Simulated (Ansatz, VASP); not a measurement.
## Ca2Si: VASP beside Ansatz

One calculation is typed for both programs; each brings its own data sets. How far apart do they land? The cell is taken from a series of runs on this material, whose earlier steps may have relaxed, scaled, displaced or heated it; both programs get it as it stands.

Method: plane waves, with VASP 6.6.1 beside it; relaxation of cell and atoms at LDA, in Ansatz 0.2.0.

**1. The structure**

The structure is cubic, space group Fm-3m (No. 225). The conventional cell has a = 7.003 Å, b = 7.003 Å, c = 7.003 Å, α = 90.00°, β = 90.00°, γ = 90.00°. Nearest to Ca lie 4 Si at 3.03 Å. Nearest to Si lie 8 Ca at 3.03 Å. Farther neighbours are not listed.

**2. VASP: relaxation of cell and atoms, LDA**

The relaxed volume is the usual yardstick between codes: in a stiff, nearly cubic crystal its relative difference is about their pressure difference at one cell divided by the bulk modulus.

Lines of VASP's logs that name or quote its potential files are left out, and so is its time.

Input file INCAR:

```
SYSTEM = Ca2Si
PREC = Accurate
ENCUT = 500
EDIFF = 1E-07
NELM = 120
ISMEAR = 0
SIGMA = 0.01
LREAL = .FALSE.
ALGO = Normal
GGA = CA
NBANDS = 18
LORBIT = 11
LWAVE = .FALSE.
LCHARG = .FALSE.
ISIF = 3
IBRION = 2
NSW = 80
EDIFFG = -0.005
LASPH = .TRUE.
GGA_COMPAT = .FALSE.
NELMIN = 4
EFERMI = MIDGAP
KPAR = 2
```

Input file POSCAR:

```
Ca2Si
1.0
    0.0000000000      3.5017260000      3.5017260000
    3.5017260000      0.0000000000      3.5017260000
    3.5017260000      3.5017260000      0.0000000000
Ca Si
2 1
Direct
    0.7500000000      0.7500000000      0.7500000000
    0.2500000000      0.2500000000      0.2500000000
    0.0000000000      0.0000000000      0.0000000000
```

Input file KPOINTS:

```
Automatic mesh
0
Gamma
8 8 8
0 0 0
```

Potentials, in the order of the species: Ca_sv and Si (LDA family, release 64).

Run with:

```bash
$ mpirun -np 2 vasp_std
```

Numbers of over 12 decimals in the logs are rounded to 6 here.

What it wrote:

```text
[banner, memory and clock lines left out]
running    2 mpi-ranks, on    1 nodes
 distrk:  each k-point on    1 cores,    2 groups
 distr:  one band on    1 cores,    1 groups

 POSCAR found type information on POSCAR CaSi
 POSCAR found :  2 types and       3 ions
 LDA part: xc-table for (Slater(with rela. corr.)+CA(PZ))
 , standard interpolation
 POSCAR, INCAR and KPOINTS ok, starting setup
 FFT: planning ... GRIDC
 FFT: planning ... GRID_SOFT
 FFT: planning ... GRID
 WAVECAR not read
 entering main loop
       N       E                     dE             d eps       ncg     rms          rms(c)
DAV:   1     0.191476069831E+03    0.19148E+03   -0.11668E+04  1044   0.117E+03
DAV:   2    -0.646262977094E+00   -0.19212E+03   -0.19003E+03  1106   0.340E+02
DAV:   3    -0.121119725304E+02   -0.11466E+02   -0.11420E+02  2018   0.634E+01
DAV:   4    -0.126035241894E+02   -0.49155E+00   -0.49086E+00  1492   0.130E+01
DAV:   5    -0.126273667438E+02   -0.23843E-01   -0.23840E-01  1766   0.192E+00    0.568E+00
DAV:   6    -0.119416607793E+02    0.68571E+00   -0.18920E+00  1176   0.374E+00    0.313E+00
DAV:   7    -0.118457731696E+02    0.95888E-01   -0.49842E-01  1518   0.258E+00    0.104E+00
DAV:   8    -0.118368789716E+02    0.88942E-02   -0.67613E-02  1382   0.145E+00    0.206E-01
DAV:   9    -0.118356692948E+02    0.12097E-02   -0.60831E-03  1538   0.378E-01    0.133E-01
DAV:  10    -0.118356635424E+02    0.57524E-05   -0.86157E-04  1554   0.219E-01    0.333E-02
DAV:  11    -0.118356657357E+02   -0.21933E-05   -0.90653E-05  1634   0.511E-02    0.223E-02
DAV:  12    -0.118356521099E+02    0.13626E-04   -0.70252E-05  1546   0.532E-02    0.236E-03
DAV:  13    -0.118356525554E+02   -0.44552E-06   -0.46351E-06  1716   0.114E-02    0.265E-03
DAV:  14    -0.118356525852E+02   -0.29785E-07   -0.12022E-07  1092   0.299E-03
   1 F= -.11835653E+02 E0= -.11835653E+02  d E =-.118357E+02
 curvature:   0.00 expect dE= 0.000E+00 dE for cont linesearch  0.000E+00
 trial: gam= 0.00000 g(F)=  0.214E-48 g(S)=  0.112E-03 ort = 0.000E+00 (trialstep = 0.100E+01)
 search vector abs. value=  0.112E-03
 bond charge predicted
       N       E                     dE             d eps       ncg     rms          rms(c)
DAV:   1    -0.118364060313E+02   -0.75348E-03   -0.22336E-02  1340   0.148E+00    0.150E-01
DAV:   2    -0.118359150421E+02    0.49099E-03   -0.22994E-03  1608   0.394E-01    0.100E-01
DAV:   3    -0.118357126207E+02    0.20242E-03   -0.17444E-03  1828   0.324E-01    0.464E-02
DAV:   4    -0.118356949298E+02    0.17691E-04   -0.22438E-04  1616   0.122E-01    0.155E-02
DAV:   5    -0.118357042958E+02   -0.93660E-05   -0.12913E-05  1644   0.206E-02    0.803E-03
DAV:   6    -0.118357053282E+02   -0.10324E-05   -0.77334E-07  1648   0.610E-03    0.585E-03
DAV:   7    -0.118357068239E+02   -0.14957E-05   -0.27091E-06  1712   0.101E-02    0.725E-04
DAV:   8    -0.118357068190E+02    0.48967E-08   -0.51273E-08   782   0.175E-03
   2 F= -.11835707E+02 E0= -.11835707E+02  d E =-.542338E-04
 trial-energy change:   -0.000054  1 .order   -0.000052   -0.000112    0.000008
 step:   0.9406(harm=  0.9344)  dis= 0.00000  next Energy=   -11.835707 (dE=-0.545E-04)
 reached required accuracy - stopping structural energy minimisation
```

Parts of OUTCAR (step 2):

```text
ion  position               nearest neighbor table
   1  0.750  0.750  0.750-   3 3.03   3 3.03   3 3.03   3 3.03
   2  0.250  0.250  0.250-   3 3.03   3 3.03   3 3.03   3 3.03
   3  0.000  0.000  0.000-   1 3.03   1 3.03   1 3.03   1 3.03   2 3.03   2 3.03   2 3.03   2 3.03

  LATTYP: Found a face centered cubic cell.
 ALAT       =     7.0034520000

 Subroutine GETGRP returns: Found 48 space group operations
 (whereof 48 operations were pure point group operations)

The static configuration has the point symmetry O_h .

 Found     29 irreducible k-points:

   k-points           NKPTS =     29   k-points in BZ     NKDIM =     29   number of bands    NBANDS=     18

   dimension x,y,z NGX =    36 NGY =   36 NGZ =   36
   dimension x,y,z NGXF=    72 NGYF=   72 NGZF=   72

   ENCUT  =  500.0 eV  36.75 Ry    6.06 a.u.   9.03  9.03  9.03*2*pi/ulx,y,z

   NELECT =      24.0000    total number of electrons

 k-points in reciprocal lattice and weights: Automatic mesh
   0.00000000  0.00000000  0.00000000       0.002
   0.12500000  0.00000000  0.00000000       0.016
   0.25000000  0.00000000  0.00000000       0.016
   0.37500000  0.00000000  0.00000000       0.016
   0.50000000  0.00000000  0.00000000       0.008
   0.12500000  0.12500000  0.00000000       0.012
   0.25000000  0.12500000  0.00000000       0.047
   0.37500000  0.12500000  0.00000000       0.047
   0.50000000  0.12500000  0.00000000       0.047
[...]
-0.37500000  0.50000000  0.12500000       0.023
  -0.25000000  0.50000000  0.25000000       0.012

 average (electrostatic) potential at core
       1 -46.4437       2 -46.4437       3 -86.5204

 E-fermi :   2.6982

 k-point     1 :       0.0000    0.0000    0.0000
  band No.  band energies     occupation
    ...
      8     -18.7270      2.00000
      9      -4.2097      2.00000
     10       1.9697      2.00000
     11       1.9697      2.00000
     12       1.9697      2.00000
     13       4.1970      0.00000
     14       4.1970      0.00000
     15       4.3823      0.00000
     16       7.4764      0.00000
     17       7.4764      0.00000
    ...

 k-point     2 :       0.1250    0.0000    0.0000
  band No.  band energies     occupation
    ...
      8     -18.7343      2.00000
      9      -4.1122      2.00000
     10       1.6365      2.00000
     11       2.0238      2.00000
     12       2.0238      2.00000
     13       4.2504      0.00000
     14       4.2504      0.00000
     15       4.9176      0.00000
     16       6.9447      0.00000
     17       7.1667      0.00000
    ...

 k-point     3 :       0.2500    0.0000    0.0000
  band No.  band energies     occupation
    ...
      8     -18.7550      2.00000
      9      -3.8584      2.00000
     10       1.0818      2.00000
     11       2.1587      2.00000
     12       2.1587      2.00000
     13       4.4180      0.00000
     14       4.4180      0.00000
     15       5.6264      0.00000
     16       6.5230      0.00000
     17       6.6561      0.00000
    ...

  Total       -0.0033806     -0.0033806     -0.0033806     -0.0000000     -0.0000000      0.0000000
  in kB       -0.0629252     -0.0629252     -0.0629252     -0.0000000     -0.0000000      0.0000000
  external PRESSURE =      -0.0629252 kB  Pullay stress =       0.0000000 kB

  energy-cutoff  :      500.00
  volume of cell :       86.08
      direct lattice vectors                 reciprocal lattice vectors
    -0.000000000  3.504438109  3.504438109    -0.142676225  0.142676225  0.142676225
     3.504438109  0.000000000  3.504438109     0.142676225 -0.142676225  0.142676225
     3.504438109  3.504438109  0.000000000     0.142676225  0.142676225 -0.142676225

 POSITION                                       TOTAL-FORCE (eV/Angst)
 -----------------------------------------------------------------------------------
      5.25666      5.25666      5.25666        -0.000000     -0.000000      0.000000
      1.75222      1.75222      1.75222         0.000000      0.000000     -0.000000
      3.50444      0.00000      3.50444        -0.000000      0.000000     -0.000000
 -----------------------------------------------------------------------------------
    total drift:                                0.000000      0.000000      0.000000

  FREE ENERGIE OF THE ION-ELECTRON SYSTEM (eV)
  ---------------------------------------------------
  free  energy   TOTEN  =       -11.8357068190 eV

  energy  without entropy=      -11.8357068190  energy(sigma->0) =      -11.83570682

 reached required accuracy - stopping structural energy minimisation

 total charge
# of ion       s       p       d       tot
------------------------------------------
    1        2.065   5.844   0.251   8.160
    2        2.065   5.844   0.251   8.160
    3        0.774   0.927   0.000   1.701
--------------------------------------------------
tot          4.904  12.615   0.502  18.021

[... 3 further parts left out ...]
```

CONTCAR:

```
Ca2Si
   1.00000000000000
    -0.0000000000000000    3.5044381092304677    3.5044381092304677
     3.5044381092304677    0.0000000000000000    3.5044381092304677
     3.5044381092304677    3.5044381092304677    0.0000000000000000
  Ca              Si
     2     1
Direct
     0.7500000000000000    0.7500000000000000    0.7500000000000000
     0.2500000000000000    0.2500000000000000    0.2500000000000000
     0.0000000000000000    1.0000000000000000    0.0000000000000000
```

The run keeps the 48 symmetry operations of its start, so it cannot find a distortion of lower symmetry.

**3. Ansatz: relaxation of cell and atoms, LDA**

Ansatz runs on its default PAW (the set named soft_2) files.

The same cell, functional (in two slightly different forms) and mesh now go to Ansatz, which takes its cutoff from its data sets.

Input file input.yaml:

```yaml
crystal:
  lattice:
    - [0.0, 3.5017258916, 3.5017258916]
    - [3.5017258916, 0.0, 3.5017258916]
    - [3.5017258916, 3.5017258916, 0.0]
  atoms:
    - { symbol: Ca, position: [0.75, 0.75, 0.75] }
    - { symbol: Ca, position: [0.25, 0.25, 0.25] }
    - { symbol: Si, position: [0.0, 0.0, 0.0] }
kpoints:
  mp_grid: { grid: [8, 8, 8] }
hamiltonian:
  xc: lda
scf:
  occupations: { method: fixed }
output:
  forces: true
  stress: true
  eigenvalues: true
relax:
  adjacent_minimum: "off"
  f_tol: 0.001
  max_steps: 60
  cell: { stress_tol: 0.01 }
```

Run with:

```bash
$ ansatz run input.yaml --threads 4 --pin off --max-ram 7168MiB --backend cpu --events-out ev --progress --plain --runs-dir out
```

What it wrote:

```text
Engine: ansatz 0.2.0, aarch64-unknown-linux-gnu
Pseudopotentials: kind: paw
Pseudopotential: Ca, paw, valence charge 10, recommended cutoff 420 eV (normal), Ca.paw.azcp
Pseudopotential: Si, paw, valence charge 4, recommended cutoff 420 eV (normal), Si.paw.azcp
Functional definition: SPW92
  exchange = slater_x
  correlation = pw_c
Crystal: 3 atoms, lattice volume = 85.877 Å³
Basis set: ecut = 420 eV, 1687 PW (Γ)
Bands: 16, of which v1, the nominal top of the filled ones, is band 12 counted from 1 (11 counted from 0)
Symmetry: 48 space group operations
Space group: Fm-3m (ITA 225), of the structure as read, at distance tolerance 4.4e-5 Å
k-points: 29 of 512
Non-local potential: Ca, projectors of the file, l = 0: 3, l = 1: 2, l = 2: 2
Non-local potential: Si, projectors of the file, l = 0: 2, l = 1: 2, l = 2: 2
PAW form: soft (Blöchl's): semilocal exchange-correlation on the pseudo side does not see the compensation charge
PAW frozen core: Ca, regenerated for the run's functional, and the local potential with it (the file was generated under x = pbe(κ = 0.804, μ = 0.219515), c = pbe(β = 0.066725))
PAW frozen core: Si, regenerated for the run's functional, and the local potential with it (the file was generated under x = pbe(κ = 0.804, μ = 0.219515), c = pbe(β = 0.066725))
PAW one-centre angular grid: Ca, 110 points (default); XC on 64 Gauss nodes
PAW one-centre angular grid: Si, 110 points (default); XC on 64 Gauss nodes
Initial density: superposition of atomic densities (neutral atoms: chi_scale 0, normalization atom), corrected by the library's trained network
Initial wavefunctions: pseudopotential atomic-orbital guess
Functional: x = slater, c = lda
SCF iter   1: F=—  HF=-4155.331119 eV  |F-HF|=—  |Δ(HF+E_count)|=         —  Δρ=4.53e-3  dr2=1.32e-2  ethr=1.77e-3  ⟨swp⟩=4.0  Hψ=2206  notcnv=0  defer=26
preconditioner: auto → none  [insulator: Δε(μ)=0.366 eV  Ē_g=4.555 eV  n_scr=14 (ndim 8)  ℏωp=11.3 eV  f_vac=0.000  ε∞_Penn≈7.2]
SCF iter   2: F=—  HF=-4155.329578 eV  |F-HF|=—  |Δ(HF+E_count)|=   1.54e-3  Δρ=2.17e-3  dr2=2.36e-3  ethr=5.52e-5  ⟨swp⟩=2.1  Hψ=789  notcnv=0  defer=55
SCF iter   3: F=—  HF=-4155.329536 eV  |F-HF|=—  |Δ(HF+E_count)|=   4.18e-5  Δρ=4.06e-4  dr2=2.17e-4  ethr=9.85e-6  ⟨swp⟩=2.9  Hψ=632  notcnv=0  defer=57
SCF iter   4: F=—  HF=-4155.329500 eV  |F-HF|=—  |Δ(HF+E_count)|=   3.59e-5  Δρ=1.05e-4  dr2=2.54e-5  ethr=9.05e-7  ⟨swp⟩=2.0  Hψ=588  notcnv=0  defer=32
SCF iter   5: F=—  HF=-4155.329494 eV  |F-HF|=—  |Δ(HF+E_count)|=   6.28e-6  Δρ=1.89e-5  dr2=4.81e-7  ethr=1.06e-7  ⟨swp⟩=2.0  Hψ=577  notcnv=0  defer=6
SCF iter   6: F=-4155.329494 eV  HF=-4155.329494 eV  |F-HF|=8.09e-11  |Δ(HF+E_count)|=   5.29e-8  Δρ=1.41e-6  dr2=1.72e-9  ethr=4.17e-10  ⟨swp⟩=8.4  Hψ=2847  notcnv=0
SCF 1 converged in 6 iterations: F = -4155.329494 eV  dr2 = 1.72e-9
  greatest PAW one-centre occupation: 0.996 electrons in one spin orbital (limit 2), on the Ca atom at site 1 (counted from 0), in its partial waves of l = 0
relax step   1: F+E_penalty+E_count = -4155.32949415 eV  Δ(F+E_penalty+E_count) = +0.000e0 eV  max|allowed force component| = 2.776e-17 eV/Å  Δτ_max = 0.0000 Å  P = -0.016 GPa  Ω = 85.877 Å³  (6 SCF iters, dr2 threshold 1.00e-7 eV, accepted)
[...]
relax step   2: F+E_penalty+E_count = -4155.32949830 eV  Δ(F+E_penalty+E_count) = -4.157e-6 eV  max|allowed force component| = 9.869e-17 eV/Å  Δτ_max = 0.0000 Å  P = +0.002 GPa  Ω = 85.840 Å³  energy of the carried Pulay correction = +2.579e-6 eV  (5 SCF iters, dr2 threshold 6.31e-10 eV, accepted)
[...]
relax step   3: F+E_penalty+E_count = -4155.32949413 eV  Δ(F+E_penalty+E_count) = +4.170e-6 eV  max|allowed force component| = 8.327e-17 eV/Å  Δτ_max = 0.0000 Å  P = +0.002 GPa  Ω = 85.840 Å³  stress off target by 2.09e-3 GPa  SCF on the basis re-selected at this cell (its energy is not comparable with the rows above)  (5 SCF iters)
basis re-selected at this cell: Δ(F+E_penalty+E_count) = +4.170e-6 eV, ΔP = -0.000 GPa vs the last step (what re-selecting the basis moved, of the pressure what is left beyond the Pulay correction that the steps carried, after the strain that the cell walked since its last selection, with what the two solves' SCF thresholds leave and, on support functions, any second-order correction that the steps lacked; it is no m [...]
SCF converged after 5 iterations
Free energy (F): -4155.329494 eV
Harris-Foulkes:  -4155.329494 eV  (|F-HF|=9.09e-13)
Internal energy: -4155.329494 eV  (E = F + TS)
E sigma→0 (E₀):  -4155.329494 eV
Fermi energy:    5.471336 eV
--- Per-component energies (eV) ---
  E_band       = -302.002516
  E_kinetic    = 595.178018
  E_local      = -1652.510754  (includes V_loc(G=0)·N_el)
  E_nonlocal   = 161.474393
  E_hartree    = 557.625309
  E_xc         = -324.860868
  E_vxc        = -386.636243  (∫ρ·V_xc dr)
  E_paw        = -2118.626486  (= ΣΔE_a)
  E_vpaw       = -134.758555  (= ΣTr[D̂ρ^β])
  E_aug_tail   = -0.000005  (compensation charges beyond the density's cutoff)
  E_ewald      = -1374.259764
  E_core_change = 0.650662  (= ΣΔE_core)
  E_smearing   = -0.000000  (= −TS)
  E_closure    = 0.000000  (closes the sum)
  Σ components = -4155.329494   (vs F -4155.329494, Δ=0.00e0)
--- Forces (eV/Å), atoms counted from 1 ---
  atom   1  Ca     0.00000000     0.00000000    -0.00000000
  atom   2  Ca    -0.00000000    -0.00000000     0.00000000
  atom   3  Si     0.00000000    -0.00000000     0.00000000
  max |Σ_I F_I| component: 5.55e-17 eV/Å
--- Stress (GPa, compression-positive) ---
        0.002095      -0.000000      -0.000000
       -0.000000       0.002095      -0.000000
       -0.000000      -0.000000       0.002095
  P = ⅓ Tr σ = 0.0021 GPa (0.021 kbar)
--- Band table (eV; the first three rows and the last of 29) ---
  k-point 0: bands = [... 8 lower, -1.2458, 4.9466, 4.9466, 4.9466, 7.1766, 7.1766, 7.3569, 10.4557]
  k-point 1: bands = [... 8 lower, -1.1484, 4.6118, 5.0005, 5.0005, 7.2298, 7.2298, 7.8934, 9.9239]
  k-point 2: bands = [... 8 lower, -0.8948, 4.0545, 5.1350, 5.1350, 7.3968, 7.3968, 8.6036, 9.5024]
  k-point 28: bands = [... 8 lower, -0.2395, 4.1884, 4.1884, 5.1419, 6.4728, 8.0068, 8.0068, 8.9029]
--- Relaxed structure (2 steps of the walk, 2 accepted, 1 SCFs on fresh bases) ---
  F+E_penalty+E_count = -4155.32949413 eV   max|allowed force component| = 8.327e-17 eV/Å   (the final SCF, on the basis selected at the relaxed cell)
  cell:  # Å, volume = 85.8401 Å³
    - [0.0, 3.501225, 3.501225]
    - [3.501225, 0, 3.501225]
    - [3.501225, 3.501225, 0]
  atoms:
    - { symbol: Ca, position: [0.75, 0.75, 0.75] }
    - { symbol: Ca, position: [0.250000, 0.250000, 0.250000] }
    - { symbol: Si, position: [0, 0, 0] }
```

The column dr2 measures how far the density is from self-consistency, as an energy; F and HF (Harris–Foulkes) agree once it is small.

**4. Differences**

Known differences besides the potentials themselves: the two LDA forms differ slightly; fixed occupations in Ansatz, narrow Gaussian smearing in VASP; the cutoff is 420 eV in Ansatz and 500 eV in VASP; VASP's log shows a relativistic correction to its local exchange, Ansatz's none; Ansatz adds a Pulay correction to the stress that steers its cell, VASP none. Total energies have different zeros and are not compared.

Both answers:

```csv
quantity,Ansatz,VASP,difference
volume (Å³),85.84,86.08,-0.27 %
"edge a after relaxation, in the typed setting (Å)",4.952,4.956,-0.09 %
```

**5. Summary of results**

| Item | Value |
| --- | --- |
| difference in volume (relaxation of cell and atoms, LDA) | -0.27 % |

**Reading.** The difference in volume is -0.27 % (relaxation of cell and atoms, LDA), within the 1.2 % picked in this series as the mark of a large difference, as far as the stopping tolerances let one tell. How closely two codes agree says nothing of how well the functional describes the real material.

[Lines on the potential files, build, host, timing and source positions are cut from VASP's logs without a mark.]

[Logs are printed without paths, hosts, clocks, repeated set-up lines and the standing remarks that a program may print on its own settings, such as how far it seeks lower states.]

[Hosts, paths, dates, database ids (printed as entryN), source tags and the programs' standing remarks are cut or masked in the printed files.]
